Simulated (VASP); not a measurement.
Method: PBEsol GGA, VASP's PBE PAW potentials (set 64) (plane waves; VASP).

VASP input:

INCAR:
```
# general
SYSTEM  = SnSe2
PREC    = Accurate
ENCUT   = 300
LREAL   = F
LASPH   = T

# electronic loop
EDIFF   = 1E-6
NELM    = 100
ALGO    = Normal
LMAXMIX = 4

# smearing
ISMEAR  = 0
SIGMA   = 0.01

# functional
GGA     = PS

# ions
IBRION  = 2
NSW     = 50
ISIF    = 2
EDIFFG  = -0.1

# output
LWAVE   = F
LCHARG  = F
```

File KPOINTS:
```
Automatic mesh
0
Gamma
10 10 5
0 0 0
```

### POSCAR
```
SnSe2
1
    3.7516150000     0.0000000000     0.0000000000
   -1.8758080000     3.2489940000     0.0000000000
    0.0000000000     0.0000000000     6.3334620000
Sn Se
1 2
Direct
  0.0051560000   0.0005570000  -0.0015300000
  0.6640620000   0.3295730000   0.7572620000
  0.3307820000   0.6698700000   0.2442690000
```

POTCAR, in this order: Sn_d Se (PBE.64 set). Program: vasp_std.

The resulting files:

**OSZICAR**
```
       N       E                     dE             d eps       ncg     rms          rms(c)
DAV:   1     0.155713046488E+03    0.15571E+03   -0.94279E+03  8629   0.121E+03
DAV:   2     0.120633446119E+01   -0.15451E+03   -0.15193E+03  9715   0.307E+02
DAV:   3    -0.128457453820E+02   -0.14052E+02   -0.13712E+02 10543   0.984E+01
DAV:   4    -0.131845705475E+02   -0.33883E+00   -0.33856E+00 11278   0.167E+01
DAV:   5    -0.131914758248E+02   -0.69053E-02   -0.69049E-02 12347   0.218E+00    0.540E+00
DAV:   6    -0.129427068651E+02    0.24877E+00   -0.51635E-01 13001   0.872E+00    0.343E+00
DAV:   7    -0.129082559248E+02    0.34451E-01   -0.16781E-01 11121   0.323E+00    0.855E-01
DAV:   8    -0.129061322829E+02    0.21236E-02   -0.13130E-02 10670   0.128E+00    0.260E-01
DAV:   9    -0.129061445947E+02   -0.12312E-04   -0.12460E-03  9775   0.251E-01    0.699E-02
DAV:  10    -0.129061490259E+02   -0.44312E-05   -0.10421E-04 12374   0.805E-02    0.261E-02
DAV:  11    -0.129061623223E+02   -0.13296E-04   -0.24042E-05  9372   0.288E-02    0.504E-03
DAV:  12    -0.129061631859E+02   -0.86356E-06   -0.92605E-07  9980   0.737E-03
   1 F= -.12906163E+02 E0= -.12906163E+02  d E =-.129062E+02
       N       E                     dE             d eps       ncg     rms          rms(c)
DAV:   1    -0.129347685138E+02   -0.28606E-01   -0.35134E+00  8740   0.119E+01    0.501E-01
DAV:   2    -0.129484109735E+02   -0.13642E-01   -0.16311E-01 11961   0.298E+00    0.195E-01
DAV:   3    -0.129482738241E+02    0.13715E-03   -0.34954E-03 10025   0.463E-01    0.143E-01
DAV:   4    -0.129481717907E+02    0.10203E-03   -0.39427E-04 12379   0.149E-01    0.685E-02
DAV:   5    -0.129481440978E+02    0.27693E-04   -0.11589E-04 11679   0.100E-01    0.149E-02
DAV:   6    -0.129481445632E+02   -0.46535E-06   -0.18239E-05 10096   0.356E-02    0.110E-02
DAV:   7    -0.129481442299E+02    0.33324E-06   -0.15064E-06  5741   0.130E-02
   2 F= -.12948144E+02 E0= -.12948144E+02  d E =-.419810E-01
       N       E                     dE             d eps       ncg     rms          rms(c)
DAV:   1    -0.129501334103E+02   -0.19888E-02   -0.19176E+00  8731   0.878E+00    0.369E-01
DAV:   2    -0.129573805812E+02   -0.72472E-02   -0.86604E-02 11981   0.219E+00    0.129E-01
DAV:   3    -0.129573073479E+02    0.73233E-04   -0.18753E-03  9864   0.336E-01    0.944E-02
DAV:   4    -0.129572570241E+02    0.50324E-04   -0.19944E-04 12368   0.106E-01    0.467E-02
DAV:   5    -0.129572415165E+02    0.15508E-04   -0.61536E-05 11696   0.731E-02    0.108E-02
DAV:   6    -0.129572416163E+02   -0.99769E-07   -0.88222E-06  9948   0.252E-02
   3 F= -.12957242E+02 E0= -.12957242E+02  d E =-.510784E-01
       N       E                     dE             d eps       ncg     rms          rms(c)
DAV:   1    -0.129571593313E+02    0.82185E-04   -0.12208E+00  9591   0.719E+00    0.256E-01
DAV:   2    -0.129602010346E+02   -0.30417E-02   -0.41728E-02 14084   0.171E+00    0.102E-01
DAV:   3    -0.129601696053E+02    0.31429E-04   -0.11195E-03 10693   0.258E-01    0.528E-02
DAV:   4    -0.129601251267E+02    0.44479E-04   -0.74623E-05 12117   0.696E-02    0.258E-02
DAV:   5    -0.129601102460E+02    0.14881E-04   -0.48892E-05 11776   0.546E-02    0.962E-03
DAV:   6    -0.129601104193E+02   -0.17323E-06   -0.63126E-06 10120   0.157E-02
   4 F= -.12960110E+02 E0= -.12960110E+02  d E =-.286880E-02
```

OUTCAR:
```
------------------------ aborting loop because EDIFF is reached ----------------------------------------
  FORCE on cell =-STRESS in cart. coord.  units (eV):
  Direction    XX          YY          ZZ          XY          YZ          ZX
  --------------------------------------------------------------------------------------
  Total        0.9486026      0.9247048     -0.1826083     -0.0081728     -0.0498453      0.0342710
  in kB       19.6873170     19.1913417     -3.7898564     -0.1696180     -1.0344904      0.7112612
  external PRESSURE =      11.6962674 kB  Pullay stress =       0.0000000 kB
  volume of cell :       77.20
      direct lattice vectors                 reciprocal lattice vectors
     3.751615000  0.000000000  0.000000000     0.266551872  0.153893831  0.000000000
    -1.875808000  3.248994000  0.000000000     0.000000000  0.307787580  0.000000000
     0.000000000  0.000000000  6.333462000     0.000000000  0.000000000  0.157891529
 POSITION                                       TOTAL-FORCE (eV/Angst)
 -----------------------------------------------------------------------------------
      3.75133      0.00015      6.33070         0.002802     -0.001648      0.067947
      1.87914      1.07824      4.72294        -0.013951      0.019110     -0.022002
     -0.00305      2.17060      1.61329         0.011149     -0.017461     -0.045945
 -----------------------------------------------------------------------------------
    total drift:                                0.000175     -0.000040      0.001241
  FREE ENERGIE OF THE ION-ELECTRON SYSTEM (eV)
  ---------------------------------------------------
  free  energy   TOTEN  =       -12.9601104193 eV

  energy  without entropy=      -12.9601104193  energy(sigma->0) =      -12.96011042

 reached required accuracy - stopping structural energy minimisation
```
(Selected blocks of OUTCAR.)

CONTCAR:
```
SnSe2
   1.00000000000000
     3.7516150000000001    0.0000000000000000    0.0000000000000000
    -1.8758079999999999    3.2489940000000002    0.0000000000000000
     0.0000000000000000    0.0000000000000000    6.3334619999999999
  Sn              Se
     1     2
Direct
     0.9999472176713687    0.0000455154695084    0.9995631293454386
     0.6668233886877309    0.3318703532377332    0.7457124552044846
     0.3332293936409003    0.6680841312927656    0.2547254154500742
```

At this cut-off the stress carries a Pulay error, which pulls relaxed volumes low.

The structure comes from a computed database's SnSe2 entry; how it stands against other phases isn't given here. In the starting cell atoms are displaced from their ideal sites. This run relaxes the ions in a fixed cell. The run is one of a series of settings (EDIFFG = -0.1, IBRION = 2, NSW = 50 against the base run), some of them coarse on purpose.
